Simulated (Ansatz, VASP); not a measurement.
# Ga2O3: VASP beside Ansatz, part 2 of 2

Aim: how closely do two programs agree when they are given the same cell, functional and k mesh? The cell is taken from a series of runs on this material, whose earlier steps may have relaxed, scaled, displaced or heated it; both programs get it as it stands.

VASP 6.6.1 and Ansatz 0.2.0.

So far. Step 2 (VASP: single point, HF with an exact-exchange share of …): The run ends at a pressure of 0.09 GPa, with forces up to 0.47 eV/Å.

### Step 3. Ansatz: single point, HF with an exact-exchange share of 1

Level of this step: Ansatz beside VASP: Kohn-Sham DFT, plane waves, HF (Ansatz).

Ansatz runs on its default PAW (the set named soft_2) files.

The same cell, functional and mesh now go to Ansatz, which takes its cutoff from its data sets.

input.yaml

```yaml
crystal:
  lattice:
    - [6.107, -1.51855, 0.0]
    - [6.107, 1.51855, 0.0]
    - [-1.3859888959, 0.0, 5.630008738]
  atoms:
    - { symbol: Ga, position: [0.0905, 0.0905, 0.7946] }
    - { symbol: Ga, position: [0.9095, 0.9095, 0.2054] }
    - { symbol: Ga, position: [0.65866, 0.65866, 0.31402] }
    - { symbol: Ga, position: [0.34134, 0.34134, 0.68598] }
    - { symbol: O, position: [0.1645, 0.1645, 0.1098] }
    - { symbol: O, position: [0.8355, 0.8355, 0.8902] }
    - { symbol: O, position: [0.1733, 0.1733, 0.5632] }
    - { symbol: O, position: [0.8267, 0.8267, 0.4368] }
    - { symbol: O, position: [0.4959, 0.4959, 0.2566] }
    - { symbol: O, position: [0.5041, 0.5041, 0.7434] }
kpoints:
  mp_grid: { grid: [4, 4, 2] }
  band_path:
    path:
      - [0.0, 0.0, 0.0]
      - [-0.2663944, 0.2663944, 0.0]
      - [-0.7336056, -0.2663944, 0.0]
      - [-0.5, -0.5, 0.0]
      - [-0.5, -0.5, 0.5]
      - [-0.74186107, -0.25813893, 0.5]
      - [-0.25813893, 0.25813893, 0.5]
      - [0.0, 0.0, 0.5]
      - [-0.548372214, -0.451627786, 0.5]
    npoints: 1
hamiltonian:
  xc: hf
scf:
  occupations: { method: fixed }
  n_extra_bands: 7
output:
  eigenvalues: true
```

Started as:

```console
$ ansatz run input.yaml --threads 3 --pin off --max-ram 92160MiB --backend cuda --events-out ev --progress --plain --runs-dir out --devices 1 --max-vram 13GiB
```

Numbers of over 12 decimals in the logs are rounded to 6 here.

Output:

```text
basis.fft_grid_basis auto: the FFT boxes are laid along the combinations [[1, -1, 0], [0, 1, 0], [0, 0, 1]] of the cell's own vectors, 3.037, 6.293 and 5.798 Å long. The dense box has 24×45×40 points. Along the cell's own vectors, as sized, it would have 45×45×40, 1.88 times as many. Of the 4 symmetry operations that the crystal satisfies within crystal.symmetry.tolerance (time reversal apart; of a slab, those that k [...]
scf.n_extra_bands = 7 over 44 filled bands (N_el = 88.0): the run solves 51 bands
GPUs: using 1 of 1 available (devices: 1).
Engine: ansatz 0.2.0, x86_64-unknown-linux-gnu
Pseudopotentials: kind: paw
Pseudopotential: Ga, paw, valence charge 13, recommended cutoff 420 eV (normal), Ga.paw.azcp
Pseudopotential: O, paw, valence charge 6, recommended cutoff 420 eV (normal), O.paw.azcp
Functional definition: HF
  exchange = exact_x
  correlation = 0
davidson cushion auto → on  (no smearing: the cushion is to keep the highest requested band from converging to the state above it; pin scf.eigensolver.cushion to override)
device memory: the entry about to start is reckoned to put 2.1 GiB on a device that reports 40.3 GiB free (of which the cap on the GPU budget leaves the run 13.0 GiB)
GPU FFT provider: cuFFT
GPU libraries: cuBLAS 13.8.2, cuFFT 12.4.0, cuSOLVER 12.3.4
Crystal: 10 atoms, lattice volume = 104.423 Å³
Basis set: ecut = 420 eV, 2037 PW (Γ), FFT grids on a1−a2, a2, a3
Bands: 51, of which v1, the nominal top of the filled ones, is band 44 counted from 1 (43 counted from 0)
Symmetry: 4 space group operations
Space group: C2/m (ITA 12), of the structure as read, at distance tolerance 4.7e-5 Å
k-points: 14 of 32
Non-local potential: Ga, projectors of the file, l = 0: 2, l = 1: 2, l = 2: 3, l = 3: 1
Non-local potential: O, projectors of the file, l = 0: 2, l = 1: 2, l = 2: 1
PAW form: soft (Blöchl's): semilocal exchange-correlation on the pseudo side does not see the compensation charge
PAW frozen core: Ga, regenerated for the run's functional, and the local potential with it (the file was generated under x = pbe(κ = 0.804, μ = 0.219515), c = pbe(β = 0.066725))
PAW frozen core: O, regenerated for the run's functional, and the local potential with it (the file was generated under x = pbe(κ = 0.804, μ = 0.219515), c = pbe(β = 0.066725))
PAW one-centre angular grid: Ga, 590 points (default); XC on 64 Gauss nodes
PAW one-centre angular grid: O, 110 points (default); XC on 64 Gauss nodes
Initial density: superposition of atomic densities (neutral atoms: chi_scale 0, normalization atom), corrected by the library's trained network
Initial wavefunctions: pseudopotential atomic-orbital guess
GPU buffer pool allocated for 43200 grid points (all kernels)
GPU transforms: local potential and band sums: pruned to the plane-wave sphere, on 24×45×40
Functional: x = pbe(κ = 0.804, μ = 0.219515), c = none, warm-up for x = 0 pbe(κ = 0.804, μ = 0.219515) + 1 exact, c = none
SCF iter   1: F=—  HF=-18329.462171 eV  |F-HF|=—  |Δ(HF+E_count)|=         —  Δρ=1.30e-2  dr2=1.33e-1  ethr=1.77e-3  ⟨swp⟩=5.9  Hψ=3210  notcnv=0
preconditioner: auto → none  [insulator: Δε(μ)=2.707 eV  Ē_g=16.828 eV  n_scr=34 (ndim 8)  ℏωp=34.1 eV  f_vac=0.014]
SCF iter   2: F=—  HF=-18329.431713 eV  |F-HF|=—  |Δ(HF+E_count)|=   3.05e-2  Δρ=7.00e-3  dr2=4.00e-2  ethr=1.52e-4  ⟨swp⟩=3.9  Hψ=2322  notcnv=0
iter 3 solved again at ethr=8.44e-7 eV; its pass at ethr=4.55e-5 eV (dr2=7.42e-4 eV) is discarded
SCF iter   3: F=-18329.419808 eV  HF=-18329.419135 eV  |F-HF|=6.72e-4  |Δ(HF+E_count)|=   1.26e-2  Δρ=1.06e-3  dr2=6.31e-4  ethr=8.44e-7  ⟨swp⟩=4.0  Hψ=3919  notcnv=0
eigensolver tolerance schedule: the retry pair's looser diagonalisation over-reported the residual by 0.18 of it (diagonalisation noise at 0.18 of the residual, at the tolerance the schedule requests for it); recorded, not acted on — ethr = c·dr2/N_el stays at c = 1.0e-1
SCF 1 stopped early in 3 iterations: F = -18329.419808 eV  dr2 = 6.31e-4
  greatest PAW one-centre occupation: 0.998 electrons in one spin orbital (limit 2), on the Ga atom at site 3 (counted from 0), in its partial waves of l = 2
device memory: the entry about to start is reckoned to put 2.7 GiB on a device that reports 40.4 GiB free (of which the cap on the GPU budget leaves the run 13.0 GiB)
GPU FFT provider: cuFFT
GPU libraries: cuBLAS 13.8.2, cuFFT 12.4.0, cuSOLVER 12.3.4
Initial density: handed on by an earlier stage of this run
Initial wavefunctions: those handed on with the density
GPU buffer pool allocated for 43200 grid points (all kernels)
GPU transforms: local potential and band sums: pruned to the plane-wave sphere, on 24×45×40
[...]
SCF iter   4: F=—  HF=-18342.523569 eV  |F-HF|=—  |Δ(HF+E_count)|=   1.37e-1  Δρ=8.76e-3  dr2=5.15e-2  ethr=7.17e-6  ⟨swp⟩=4.3  Hψ=3013  notcnv=0
SCF iter   5: F=—  HF=-18342.521152 eV  |F-HF|=—  |Δ(HF+E_count)|=   2.42e-3  Δρ=2.26e-3  dr2=6.44e-3  ethr=7.17e-6  ⟨swp⟩=4.2  Hψ=2952  notcnv=0
SCF iter   6: F=-18342.518706 eV  HF=-18342.520889 eV  |F-HF|=2.18e-3  |Δ(HF+E_count)|=   2.63e-4  Δρ=1.53e-3  dr2=1.97e-3  ethr=4.07e-6  ⟨swp⟩=3.9  Hψ=1717  notcnv=0
SCF 2 stopped early in 6 iterations: F = -18342.518706 eV  dr2 = 1.97e-3
hybrid outer 1: dexx = +3.020e0 eV, tail = 4.86e-2 eV
GPU FFT provider: cuFFT
GPU libraries: cuBLAS 13.8.2, cuFFT 12.4.0, cuSOLVER 12.3.4
[...]
SCF iter   2: F=—  HF=-18342.427130 eV  |F-HF|=—  |Δ(HF+E_count)|=   4.86e-3  Δρ=7.51e-4  dr2=4.13e-4  ethr=3.60e-7  ⟨swp⟩=5.0  Hψ=3039  notcnv=0  defer=1
iter 3 solved again at ethr=2.05e-8 eV; its pass at ethr=2.52e-7 eV (dr2=1.80e-5 eV) is discarded
SCF iter   3: F=—  HF=-18342.427756 eV  |F-HF|=—  |Δ(HF+E_count)|=   6.26e-4  Δρ=1.96e-4  dr2=2.34e-5  ethr=2.05e-8  ⟨swp⟩=2.0  Hψ=4115  notcnv=0
SCF iter   4: F=-18342.427733 eV  HF=-18342.427736 eV  |F-HF|=2.97e-6  |Δ(HF+E_count)|=   2.05e-5  Δρ=4.16e-5  dr2=1.73e-6  ethr=2.05e-8  ⟨swp⟩=5.4  Hψ=2119  notcnv=0  defer=1
SCF 3 stopped early in 4 iterations: F = -18342.427733 eV  dr2 = 1.73e-6
  greatest PAW one-centre occupation: 0.997 electrons in one spin orbital (limit 2), on the Ga atom at site 3 (counted from 0), in its partial waves of l = 2
hybrid outer 2: dexx = +5.106e-3 eV, tail = 3.27e-4 eV, Δε = 7.10e-2 eV (about 7.05e-3 eV left of the loop's levels)
GPU FFT provider: cuFFT
GPU libraries: cuBLAS 13.8.2, cuFFT 12.4.0, cuSOLVER 12.3.4
GPU buffer pool allocated for 43200 grid points (all kernels)
GPU transforms: local potential and band sums: pruned to the plane-wave sphere, on 24×45×40
Exchange kernel: α = 1.0000, full range, Wigner–Seitz truncation, v(0) = 7273.7589 eV·Å³, q-mesh 4×4×2, nearest image of the exchange supercell L = 11.60 Å, pair-density grid 20×40×40, without the augmentation charges, whose exchange is taken in its separable form by FFT convolution over the k-point mesh (the finest that the files' search goes to), smooth part of the exact exchange by density-matrix convolution in up to 2.00 GiB of GPU memory as planned if the GPU has room (build and FFT work areas not counted)
Frozen-core exchange: fock
SCF iter   1: F=—  HF=-18342.426818 eV  |F-HF|=—  |Δ(HF+E_count)|=         —  Δρ=1.34e-4  dr2=2.34e-5  ethr=1.86e-6  ⟨swp⟩=3.7  Hψ=1784  notcnv=0
preconditioner: auto → none  [insulator: Δε(μ)=13.474 eV  Ē_g=32.663 eV  n_scr=34 (ndim 8)  ℏωp=34.1 eV  f_vac=0.037]
SCF iter   2: F=—  HF=-18342.426864 eV  |F-HF|=—  |Δ(HF+E_count)|=   4.52e-5  Δρ=1.18e-4  dr2=1.02e-5  ethr=9.31e-9  ⟨swp⟩=5.2  Hψ=2928  notcnv=0  defer=4
iter 3 solved again at ethr=6.42e-10 eV; its pass at ethr=8.38e-9 eV (dr2=5.65e-7 eV) is discarded
SCF iter   3: F=-18342.426865 eV  HF=-18342.426866 eV  |F-HF|=8.77e-7  |Δ(HF+E_count)|=   2.79e-6  Δρ=3.31e-5  dr2=1.08e-6  ethr=6.42e-10  ⟨swp⟩=2.0  Hψ=3999  notcnv=0
SCF 4 stopped early in 3 iterations: F = -18342.426865 eV  dr2 = 1.08e-6
hybrid outer 3: dexx = +7.410e-5 eV, tail = 6.59e-6 eV, Δε = 7.35e-3 eV (about 1.22e-3 eV left of the loop's levels)
GPU FFT provider: cuFFT
GPU libraries: cuBLAS 13.8.2, cuFFT 12.4.0, cuSOLVER 12.3.4
GPU buffer pool allocated for 43200 grid points (all kernels)
GPU transforms: local potential and band sums: pruned to the plane-wave sphere, on 24×45×40
Exchange kernel: α = 1.0000, full range, Wigner–Seitz truncation, v(0) = 7273.7589 eV·Å³, q-mesh 4×4×2, nearest image of the exchange supercell L = 11.60 Å, pair-density grid 20×40×40, without the augmentation charges, whose exchange is taken in its separable form by FFT convolution over the k-point mesh (the finest that the files' search goes to), smooth part of the exact exchange by density-matrix convolution in up to 2.00 GiB of GPU memory as planned if the GPU has room (build and FFT work areas not counted)
Frozen-core exchange: fock
SCF iter   1: F=—  HF=-18342.426854 eV  |F-HF|=—  |Δ(HF+E_count)|=         —  Δρ=1.68e-5  dr2=3.99e-7  ethr=3.74e-8  ⟨swp⟩=4.8  Hψ=1775  notcnv=0
preconditioner: auto → none  [insulator: Δε(μ)=13.474 eV  Ē_g=32.662 eV  n_scr=34 (ndim 8)  ℏωp=34.1 eV  f_vac=0.037]
SCF iter   2: F=—  HF=-18342.426855 eV  |F-HF|=—  |Δ(HF+E_count)|=   7.05e-7  Δρ=8.32e-6  dr2=1.05e-7  ethr=2.06e-10  ⟨swp⟩=6.1  Hψ=2965  notcnv=0  defer=13
SCF iter   3: F=-18342.426855 eV  HF=-18342.426855 eV  |F-HF|=2.65e-8  |Δ(HF+E_count)|=   1.05e-7  Δρ=7.00e-6  dr2=3.69e-8  ethr=7.60e-11  ⟨swp⟩=5.6  Hψ=2749  notcnv=0  defer=1
SCF 5 converged in 3 iterations: F = -18342.426855 eV  dr2 = 3.69e-8
hybrid outer 4: dexx = +1.001e-6 eV, tail = 1.25e-7 eV, Δε = 1.23e-3 eV (about 2.25e-4 eV left of the loop's levels)
the search or the solves at the SCF's close seem to have found levels that the self-consistency loop had missed (the run counts 2). By its estimate they hold under 1e-12 electrons; where the run keeps them, the occupations were computed again with them
device memory: the entry about to start is reckoned to put 0.8 GiB on a device that reports 50.3 GiB free (of which the cap on the GPU budget leaves the run 13.0 GiB)
NSCF: frozen V_eff on 9 k-points
hybrid SCF converged: 4 outer / 16 inner (+3 warm-up), last move |dexx| = 1.00e-6 eV, tail = 1.25e-7 eV
Stability not checked: this state was not tested for a lower state beside it, because the functional holds exact exchange (a hybrid, or Hartree-Fock), whose exchange loop this test does not read (fock_operator; see scf.lower_state_search)
Free energy (F): -18342.426855 eV
Frozen-core exchange: fock
Harris-Foulkes:  -18342.426855 eV  (|F-HF|=2.65e-8)
Internal energy: -18342.426855 eV  (E = F + TS)
E sigma→0 (E₀):  -18342.426855 eV
Fermi energy:    2.621549 eV
--- Per-component energies (eV) ---
  E_band       = -948.022304
  E_kinetic    = 1537.527942
  E_local      = -9114.322766  (includes V_loc(G=0)·N_el)
  E_nonlocal   = 1992.379331
  E_hartree    = 4160.792662
  E_xc         = 0.000000
  E_vxc        = 0.000000  (∫ρ·V_xc dr)
  E_exx        = -1411.032732  (= α·E_x^exact, valence–valence)
  E_paw        = -8083.095974  (= ΣΔE_a)
  E_vpaw       = -863.137525  (= ΣTr[D̂ρ^β])
  E_aug_tail   = 0.014100  (compensation charges beyond the density's cutoff)
  E_ewald      = -7424.773589
  E_core_change = 0.084171  (= ΣΔE_core)
  E_smearing   = -0.000000  (= −TS)
  E_closure    = 0.000000  (closes the sum)
  Σ components = -18342.426855   (vs F -18342.426855, Δ=0.00e0)
--- Band table (eV; the first three rows and the last of 14) ---
  k-point 0: bands = [... 40 lower, 2.1386, 2.1424, 2.4453, 2.6215, 16.0961, 19.8934, 20.4689, 21.2274, ... 3 higher]
  k-point 1: bands = [... 40 lower, 1.8164, 2.2076, 2.2145, 2.4489, 18.7157, 18.7258, 21.2462, 21.5431, ... 3 higher]
  k-point 2: bands = [... 40 lower, 1.4903, 1.8076, 1.9990, 2.5063, 18.6503, 20.4819, 21.7285, 22.3750, ... 3 higher]
  k-point 13: bands = [... 40 lower, 2.1049, 2.1710, 2.2684, 2.5497, 19.2789, 19.2954, 20.5305, 20.6071, ... 3 higher]
```

In the SCF lines HF is the Harris–Foulkes energy and dr2 the Hartree energy of the density residual, in eV; the loop may stop once dr2 is under the threshold and the program's other checks hold. Hψ counts applications of the Hamiltonian.

### Step 4. Differences

Known differences besides the potentials themselves: exact exchange at q = 0 is treated differently, which shows on coarse meshes; VASP keeps PBE cores, Ansatz makes them for the functional; fixed occupations in Ansatz, narrow Gaussian smearing in VASP; the cutoff is 420 eV in Ansatz and 520 eV in VASP; VASP takes a coarser grid for exact exchange (PRECFOCK = Fast). Total energies have different zeros and are not compared.

Compared:

| quantity | Ansatz | VASP | difference |
| --- | --- | --- | --- |
| gap on the k mesh (eV) | 13.475 | 13.563 | -0.088 |

A gap on the mesh is an upper bound, since the band edges may lie between its points.

### Step 5. Outcome

* difference in gap on the k mesh (single point, HF with an exact-exchange share of 1): -0.088 eV

In words: The difference in gap on the k mesh is -0.088 eV (single point, HF with an exact-exchange share of 1), beyond the 0.08 eV picked in this series as the mark of a large difference. What causes the difference of the single point, HF with an exact-exchange share of 1 pair stays open here. How closely two codes agree says nothing of how well the functional describes the real material.

[Lines on the potential files, build, host, timing and source positions are cut from VASP's logs without a mark.]

[Logs are printed without paths, hosts, clocks, repeated set-up lines and the standing remarks that a program may print on its own settings, such as how far it seeks lower states.]

[Hosts, paths, dates, database ids (printed as entryN), source tags and the programs' standing remarks are cut or masked in the printed files.]
